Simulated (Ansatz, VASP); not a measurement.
## TaInGa (TaInGa in the AlB2 type): VASP beside Ansatz

Wanted: the spread between two codes on one cell, functional and k mesh. The cell is generated by rule, not measured, and may not be a known phase. The cell is taken from a series of runs on this material, whose earlier steps may have relaxed, scaled, displaced or heated it; both programs get it as it stands.

Program: Ansatz 0.2.0. Level of theory: plane waves, with VASP 6.6.1 beside it; single point at PBEsol. Results are calculated unless marked as measured.

The structure was built from a prototype and need not be the compound's stable phase.

**1. Set-up**

The structure is hexagonal, space group P-6m2 (No. 187). Conventional cell: a = 4.125 Å, b = 4.125 Å, c = 4.331 Å, α = 90.00°, β = 90.00°, γ = 120.00°. Nearest to Ta lie 6 In at 3.22 Å and 6 Ga at 3.22 Å. Nearest to Ga lie 3 In at 2.38 Å and 6 Ta at 3.22 Å. In has 3 Ga at 2.38 Å and 6 Ta at 3.22 Å nearest. Farther neighbours are not listed.

**2. VASP: single point, PBEsol**

A single point gives forces, pressure and levels at one fixed geometry, so differences don't come from the geometry; what else differs is listed under the comparison.

Lines of VASP's logs that name or quote its potential files are left out, and so is its time.

File INCAR:

```
SYSTEM = TaInGa
PREC = Accurate
ENCUT = 500
EDIFF = 1E-06
NELM = 120
ISMEAR = 0
SIGMA = 0.1
LREAL = .FALSE.
ALGO = Normal
GGA = PS
NBANDS = 24
LASPH = .TRUE.
LORBIT = 11
LWAVE = .FALSE.
LCHARG = .FALSE.
ISIF = 2
GGA_COMPAT = .FALSE.
```

File POSCAR:

```
TaInGa
1.0
    4.1251600000      0.0000000000      0.0000000000
   -2.0625800000      3.5724900000      0.0000000000
    0.0000000000      0.0000000000      4.3314100000
Ta Ga In
1 1 1
Direct
    0.0000000000      0.0000000000      0.0000000000
    0.3333333333      0.6666666667      0.5000000000
    0.6666666667      0.3333333333      0.5000000000
```

File KPOINTS:

```
Automatic mesh
0
Gamma
6 6 4
0 0 0
```

Potentials, in the order of the species: Ta_pv, Ga_d and In_d (PBE family, release 64).

Launch:

```bash
$ mpirun -np 1 vasp_std
```

Numbers of over 12 decimals in the logs are rounded to 6 here.

Log:

```text
[banner, memory and clock lines left out]
running    1 mpi-ranks, on    1 nodes
 distrk:  each k-point on    1 cores,    1 groups
 distr:  one band on    1 cores,    1 groups

 POSCAR found type information on POSCAR TaGaIn
 POSCAR found :  3 types and       3 ions
|                                                                             |
|               ----> ADVICE to this user running VASP <----                  |
|                                                                             |
|     You enforced a specific xc type in the INCAR file but a different       |
|     [... a line on the potential file left out ...]
|     I HOPE YOU KNOW WHAT YOU ARE DOING!                                     |
|                                                                             |

 LDA part: xc-table for (Slater+PW92), standard interpolation
 POSCAR, INCAR and KPOINTS ok, starting setup
 FFT: planning ... GRIDC
 FFT: planning ... GRID_SOFT
 FFT: planning ... GRID
 WAVECAR not read
 entering main loop
       N       E                     dE             d eps       ncg     rms          rms(c)
DAV:   1     0.297179716932E+03    0.29718E+03   -0.18446E+04  1016   0.221E+03
DAV:   2     0.631684175733E+01   -0.29086E+03   -0.28665E+03  1096   0.490E+02
DAV:   3    -0.167752076710E+02   -0.23092E+02   -0.22791E+02  1296   0.137E+02
DAV:   4    -0.173784798583E+02   -0.60327E+00   -0.60222E+00  1120   0.239E+01
DAV:   5    -0.174027708328E+02   -0.24291E-01   -0.24290E-01  1584   0.449E+00    0.988E+00
DAV:   6    -0.157987155027E+02    0.16041E+01   -0.94835E+00  1152   0.163E+01    0.371E+00
DAV:   7    -0.157108178406E+02    0.87898E-01   -0.63166E-01  1280   0.106E+01    0.193E+00
DAV:   8    -0.156925170414E+02    0.18301E-01   -0.72141E-02  1336   0.490E+00    0.756E-01
DAV:   9    -0.156914942027E+02    0.10228E-02   -0.94296E-03  1496   0.226E+00    0.450E-01
DAV:  10    -0.156909194766E+02    0.57473E-03   -0.27252E-03  1304   0.840E-01    0.802E-02
DAV:  11    -0.156908281111E+02    0.91365E-04   -0.74358E-04  1320   0.360E-01    0.240E-02
DAV:  12    -0.156908288083E+02   -0.69718E-06   -0.48724E-05  1592   0.208E-01    0.162E-02
DAV:  13    -0.156908302641E+02   -0.14558E-05   -0.14074E-05  1552   0.712E-02    0.353E-03
DAV:  14    -0.156908299932E+02    0.27085E-06   -0.45760E-07   576   0.236E-02
   1 F= -.15690830E+02 E0= -.15684230E+02  d E =-.131998E-01
```

OUTCAR, selected parts (step 2):

```text
ion  position               nearest neighbor table
   1  0.000  0.000  0.000-   2 3.22   2 3.22   3 3.22   3 3.22   2 3.22   3 3.22   2 3.22   3 3.22
                             3 3.22   3 3.22   2 3.22   2 3.22
   2  0.333  0.667  0.500-   3 2.38   3 2.38   3 2.38   1 3.22   1 3.22   1 3.22   1 3.22   1 3.22
                             1 3.22
   3  0.667  0.333  0.500-   2 2.38   2 2.38   2 2.38   1 3.22   1 3.22   1 3.22   1 3.22   1 3.22
                             1 3.22

  LATTYP: Found a hexagonal cell.
 ALAT       =     4.1251600000
 C/A-ratio  =     1.0499980607

 Subroutine GETGRP returns: Found 12 space group operations
 (whereof 12 operations were pure point group operations)

The static configuration has the point symmetry D_3h.

 Found     21 irreducible k-points:

   k-points           NKPTS =     21   k-points in BZ     NKDIM =     21   number of bands    NBANDS=     24

   dimension x,y,z NGX =    30 NGY =   30 NGZ =   32
   dimension x,y,z NGXF=    60 NGYF=   60 NGZF=   64

   ENCUT  =  500.0 eV  36.75 Ry    6.06 a.u.   7.52  7.52  7.90*2*pi/ulx,y,z

   NELECT =      37.0000    total number of electrons

 k-points in reciprocal lattice and weights: Automatic mesh
   0.00000000  0.00000000  0.00000000       0.007
   0.16666667 -0.00000000  0.00000000       0.042
   0.33333333 -0.00000000  0.00000000       0.042
   0.50000000 -0.00000000  0.00000000       0.021
   0.16666667  0.16666667  0.00000000       0.042
   0.33333333  0.16666667  0.00000000       0.083
   0.33333333  0.33333333  0.00000000       0.014
   0.00000000  0.00000000  0.25000000       0.014
   0.16666667 -0.00000000  0.25000000       0.083
[...]
0.33333333  0.16666667  0.50000000       0.083
   0.33333333  0.33333333  0.50000000       0.014

 average (electrostatic) potential at core
       1 -37.2398       2 -64.1470       3 -94.9176

 E-fermi :   6.7570

 k-point     1 :       0.0000    0.0000    0.0000
  band No.  band energies     occupation
    ...
     14      -4.1944      2.00000
     15       4.7620      2.00000
     16       4.9338      2.00000
     17       5.0448      2.00000
     18       5.0448      2.00000
     19       6.9077      0.03315
     20       6.9077      0.03314
     21       7.8653      0.00000
     22       9.4785      0.00000
     23       9.6492      0.00000
    ...

 k-point     2 :       0.1667   -0.0000    0.0000
  band No.  band energies     occupation
    ...
     14      -3.8536      2.00000
     15       3.7255      2.00000
     16       4.6989      2.00000
     17       4.9561      2.00000
     18       5.0435      2.00000
     19       6.8629      0.13426
     20       7.0946      0.00000
     21       7.5921      0.00000
     22       8.2400      0.00000
     23       8.5926      0.00000
    ...

 k-point     3 :       0.3333   -0.0000    0.0000
  band No.  band energies     occupation
    ...
     15       1.2755      2.00000
     16       4.4942      2.00000
     17       4.8781      2.00000
     18       4.9407      2.00000
     19       6.7770      0.77827
     20       6.9214      0.02013
     21       7.5978      0.00000
     22       8.4680      0.00000
     23       8.7499      0.00000
     24      11.2430      0.00000

  Total        1.6257517      1.6257487     -9.4530711      0.0000000      0.0000000      0.0000000
  in kB       40.8059683     40.8058916   -237.2697615      0.0000000      0.0000000      0.0000000
  external PRESSURE =     -51.8859672 kB  Pullay stress =       0.0000000 kB

  energy-cutoff  :      500.00
  volume of cell :       63.83
      direct lattice vectors                 reciprocal lattice vectors
     4.125160000  0.000000000  0.000000000     0.242414840  0.139958404  0.000000000
    -2.062580000  3.572490000  0.000000000     0.000000000  0.279916809  0.000000000
     0.000000000  0.000000000  4.331410000     0.000000000  0.000000000  0.230871702

 POSITION                                       TOTAL-FORCE (eV/Angst)
 -----------------------------------------------------------------------------------
      0.00000      0.00000      0.00000         0.000000      0.000000      0.000000
     -0.00000      2.38166      2.16570        -0.000000     -0.000000      0.000000
      2.06258      1.19083      2.16570        -0.000000     -0.000000      0.000000
 -----------------------------------------------------------------------------------
    total drift:                                0.000012     -0.000056     -0.000000

  FREE ENERGIE OF THE ION-ELECTRON SYSTEM (eV)
  ---------------------------------------------------
  free  energy   TOTEN  =       -15.6908299932 eV

  energy  without entropy=      -15.6776302096  energy(sigma->0) =      -15.68423010

 total charge
# of ion       s       p       d       tot
------------------------------------------
    1        0.232   6.021   2.230   8.483
    2        0.903   0.925   9.991  11.818
    3        0.873   1.013   9.892  11.779
--------------------------------------------------
tot          2.008   7.959  22.113  32.080

[... 3 further parts left out ...]
```

The run ends at a pressure of -5.19 GPa.

**3. Ansatz: single point, PBEsol**

Ansatz runs on its PAW soft_1 files.

The same cell, functional, mesh and smearing now go to Ansatz, which takes its cutoff from its data sets.

File input.yaml:

```yaml
crystal:
  lattice:
    - [4.12516, 0.0, 0.0]
    - [-2.06258, 3.57249, 0.0]
    - [0.0, 0.0, 4.33141]
  atoms:
    - { symbol: Ta, position: [0.0, 0.0, 0.0] }
    - { symbol: Ga, position: [0.33333333, 0.66666667, 0.5] }
    - { symbol: In, position: [0.66666667, 0.33333333, 0.5] }
kpoints:
  mp_grid: { grid: [6, 6, 4] }
hamiltonian:
  xc: pbesol
  pseudopotentials: { kind: paw, azcp: { folder: soft_1 }, xc_functional: pbe }
scf:
  occupations: { method: gaussian, width: 0.1 }
output:
  forces: true
  stress: true
  eigenvalues: true
```

Launch:

```bash
$ ansatz run input.yaml --threads 4 --pin off --max-ram 12288MiB --backend cpu --events-out ev --progress --plain --runs-dir out
```

Log:

```text
Engine: ansatz 0.2.0, x86_64-unknown-linux-gnu
Pseudopotentials: kind: paw
Pseudopotential: Ta, paw, valence charge 13, recommended cutoff 420 eV (normal), soft_1/Ta.paw.azcp
Pseudopotential: Ga, paw, valence charge 13, recommended cutoff 420 eV (normal), soft_1/Ga.paw.azcp
Pseudopotential: In, paw, valence charge 13, recommended cutoff 420 eV (normal), soft_1/In.paw.azcp
Functional definition: PBEsol
  exchange = pbesol_x
  correlation = pbesol_c
Crystal: 3 atoms, lattice volume = 63.832 Å³
Basis set: ecut = 420 eV, 1203 PW (Γ), exchange–correlation on 60×60×60 points (8 copies of the dense FFT grid, shifted against one another)
Bands: 24, of which v1, the nominal top of the filled ones, is band 20 counted from 1 (19 counted from 0)
Symmetry: 12 space group operations
Space group: P-6m2 (ITA 187), of the structure as read, at distance tolerance 4.0e-5 Å
k-points: 21 of 144 (time reversal used)
Non-local potential: Ta, projectors of the file, l = 0: 3, l = 1: 2, l = 2: 2, l = 3: 1
Non-local potential: Ga, projectors of the file, l = 0: 2, l = 1: 2, l = 2: 3, l = 3: 1
Non-local potential: In, projectors of the file, l = 0: 2, l = 1: 2, l = 2: 2, l = 3: 1
PAW form: soft (Blöchl's): semilocal exchange-correlation on the pseudo side does not see the compensation charge
PAW frozen core: Ta, regenerated for the run's functional, and the local potential with it (the file was generated under x = pbe(κ = 0.804, μ = 0.219515), c = pbe(β = 0.066725))
PAW frozen core: Ga, regenerated for the run's functional, and the local potential with it (the file was generated under x = pbe(κ = 0.804, μ = 0.219515), c = pbe(β = 0.066725))
PAW frozen core: In, regenerated for the run's functional, and the local potential with it (the file was generated under x = pbe(κ = 0.804, μ = 0.219515), c = pbe(β = 0.066725))
PAW one-centre angular grid: Ta, 590 points (default); XC on 64 Gauss nodes
PAW one-centre angular grid: Ga, 590 points (default); XC on 64 Gauss nodes
PAW one-centre angular grid: In, 590 points (default); XC on 64 Gauss nodes
Initial density: superposition of atomic densities (chi_scale 0.1, normalization cell, long waves kept (reshape's long-wave potential 0.00 eV rms))
Initial wavefunctions: pseudopotential atomic-orbital guess
Functional: x = pbesol(κ = 0.804, μ = 0.123457), c = pbesol(β = 0.046)
SCF iter   1: F=—  HF=-19073.111889 eV  |F-HF|=—  |Δ(HF+E_count)|=         —  Δρ=3.45e-2  dr2=7.66e-1  ethr=3.10e-3  ⟨swp⟩=5.6  Hψ=2186  notcnv=0
preconditioner: auto → Resta (q_TF=auto, 2.513 Å⁻¹)  ε∞=5.7  [insulator: Δε(μ)=0.123 eV  Ē_g=11.993 eV  σ=0.100 eV  W_gap=0.52  n_scr=20 (ndim 8)  ℏωp=25.9 eV  f_vac=0.000  D(μ)=3.01/eV (n_scr^D=22)  ε∞_Penn≈5.7]
SCF iter   2: F=—  HF=-19072.891112 eV  |F-HF|=—  |Δ(HF+E_count)|=   2.21e-1  Δρ=2.00e-2  dr2=1.65e-1  ethr=1.96e-3  ⟨swp⟩=2.0  Hψ=1092  notcnv=0
SCF iter   3: F=—  HF=-19072.897440 eV  |F-HF|=—  |Δ(HF+E_count)|=   6.33e-3  Δρ=7.97e-3  dr2=2.91e-2  ethr=4.23e-4  ⟨swp⟩=2.0  Hψ=924  notcnv=0
SCF iter   4: F=—  HF=-19072.892365 eV  |F-HF|=—  |Δ(HF+E_count)|=   5.07e-3  Δρ=3.24e-3  dr2=2.93e-3  ethr=7.46e-5  ⟨swp⟩=2.0  Hψ=917  notcnv=0
SCF iter   5: F=—  HF=-19072.892532 eV  |F-HF|=—  |Δ(HF+E_count)|=   1.67e-4  Δρ=5.37e-4  dr2=9.97e-5  ethr=7.51e-6  ⟨swp⟩=2.6  Hψ=796  notcnv=0
SCF iter   6: F=—  HF=-19072.892556 eV  |F-HF|=—  |Δ(HF+E_count)|=   2.36e-5  Δρ=8.40e-5  dr2=3.72e-6  ethr=2.56e-7  ⟨swp⟩=2.0  Hψ=807  notcnv=0
SCF iter   7: F=—  HF=-19072.892558 eV  |F-HF|=—  |Δ(HF+E_count)|=   1.63e-6  Δρ=4.80e-5  dr2=1.24e-6  ethr=9.54e-9  ⟨swp⟩=2.0  Hψ=833  notcnv=0
SCF iter   8: F=-19072.892558 eV  HF=-19072.892558 eV  |F-HF|=7.40e-9  |Δ(HF+E_count)|=   1.07e-8  Δρ=9.77e-6  dr2=2.78e-8  ethr=2.56e-10  ⟨swp⟩=3.0  Hψ=2061  notcnv=0
SCF 1 converged in 8 iterations: F = -19072.892558 eV  dr2 = 2.78e-8
  greatest PAW one-centre occupation: 0.999 electrons in one spin orbital (limit 2), on the Ta atom at site 0 (counted from 0), in its partial waves of l = 0
SCF converged after 8 iterations
Free energy (F): -19072.892558 eV
Harris-Foulkes:  -19072.892558 eV  (|F-HF|=7.40e-9)
Internal energy: -19072.879362 eV  (E = F + TS)
E sigma→0 (E₀):  -19072.885960 eV
Entropy (-TS):   -0.013195 eV (-4.398 meV/atom)
Fermi energy:    12.807937 eV
--- Per-component energies (eV) ---
  E_band       = -205.924430
  E_kinetic    = 722.655775
  E_local      = -3154.190196  (includes V_loc(G=0)·N_el)
  E_nonlocal   = 225.633930
  E_hartree    = 1582.445958
  E_xc         = -521.721449
  E_vxc        = -377.152248  (∫ρ·V_xc dr)
  E_paw        = -14270.025218  (= ΣΔE_a)
  E_vpaw       = -787.760934  (= ΣTr[D̂ρ^β])
  E_aug_tail   = 0.000047  (compensation charges beyond the density's cutoff)
  E_ewald      = -3658.990806
  E_core_change = 1.312595  (= ΣΔE_core)
  E_smearing   = -0.013195  (= −TS)
  E_closure    = -0.000000  (closes the sum)
  Σ components = -19072.892558   (vs F -19072.892558, Δ=0.00e0)
--- Forces (eV/Å), atoms counted from 1 ---
  atom   1  Ta     0.00000000    -0.00000000     0.00000000
  atom   2  Ga    -0.00000000    -0.00000000     0.00000000
  atom   3  In     0.00000000     0.00000000     0.00000000
  max |Σ_I F_I| component: 1.16e-16 eV/Å
--- Stress (GPa, compression-positive) ---
        3.955071       0.000000       0.000000
        0.000000       3.955071       0.000000
        0.000000       0.000000     -23.749521
  P = ⅓ Tr σ = -5.2798 GPa (-52.798 kbar)
--- Band table (eV; the first three rows and the last of 21) ---
  k-point 0: bands = [... 16 lower, 10.9787, 11.0918, 11.0918, 12.9601, 12.9601, 13.9174, 15.5198, 15.7027]
  k-point 1: bands = [... 16 lower, 11.5274, 11.5274, 12.2633, 12.4135, 12.4135, 14.8060, 14.8060, 15.1021]
  k-point 2: bands = [... 16 lower, 12.0313, 12.0313, 12.3389, 12.3389, 12.9132, 13.5880, 13.5880, 15.8846]
  k-point 20: bands = [... 16 lower, 8.6849, 10.2239, 10.2915, 12.2148, 13.5570, 14.1346, 14.5693, 14.8426]
```

The run ends at a pressure of -5.28 GPa.

**4. Comparison**

Known differences besides the potentials themselves: the data sets hold 39 valence electrons in Ansatz (on its PAW soft_1 files) and 37 in VASP; the cutoff is 420 eV in Ansatz and 500 eV in VASP; Ansatz makes its cores anew for this functional, VASP keeps those of its PBE data sets. Total energies have different zeros and are not compared.

The two programs side by side:

```csv
quantity,Ansatz,VASP,difference
pressure (GPa),-5.28,-5.19,-0.09
```

**5. Outcome**

```
difference in pressure (single point, PBEsol) : -0.091 GPa
```

In words: The difference in pressure is -0.091 GPa (single point, PBEsol), within the 1 GPa picked in this series as the mark of a large difference. The data sets hold unlike numbers of valence electrons (39 in Ansatz and 37 in VASP), so part of the differences comes from the potentials. How closely two codes agree says nothing of how well the functional describes the real material.

[Lines on the potential files, build, host, timing and source positions are cut from VASP's logs without a mark.]

[Logs are printed without paths, hosts, clocks, repeated set-up lines and the standing remarks that a program may print on its own settings, such as how far it seeks lower states.]

[Hosts, paths, dates, database ids (printed as entryN), source tags and the programs' standing remarks are cut or masked in the printed files.]
